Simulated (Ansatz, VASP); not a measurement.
## NaCu in VASP and in Ansatz

```
Na Cu
1.0
     2.94224    0.00000    0.00000
     0.00000    2.94224    0.00000
     0.00000    0.00000    4.04091
Na Cu
1 1
Direct
  0.00000 0.00000 0.00000
  0.50000 0.50000 0.50000
```

The cell was built by a generator and needn't be a form met in nature.

Alike in both runs: task band structure; functional revPBE; k mesh 9 × 9 × 7; occupations fermi-dirac, width 0.05 eV; no spin polarisation.

|  | VASP | Ansatz |
| --- | --- | --- |
| version | VASP 6.6.1 | Ansatz 0.2.0 |
| potentials or method | VASP PAW PBE potentials, release 64 (Na_pv, Cu) | Ansatz PAW |
| plane-wave cutoff (eV) | 520 | 420 |
| valence electrons in the cell | 18 | 28 |

```csv
,VASP,Ansatz,Ansatz less VASP
gap on the k mesh at the Fermi level (eV),none,none,-
pressure (GPa),5.0,4.9,-0.13
largest component of the traceless stress (GPa),2.36,2.42,+0.063
```

A gap of «none» marks a metal or a gap that the smearing closes. The two sets of potentials don't hold the same shells in valence.

Caveats: the PAW data sets were made with another functional, which shifts forces and pressure a little (VASP); the PAW data sets come from PBE, with cores solved anew for the run's functional, which leaves a small shift of forces and pressure (Ansatz).
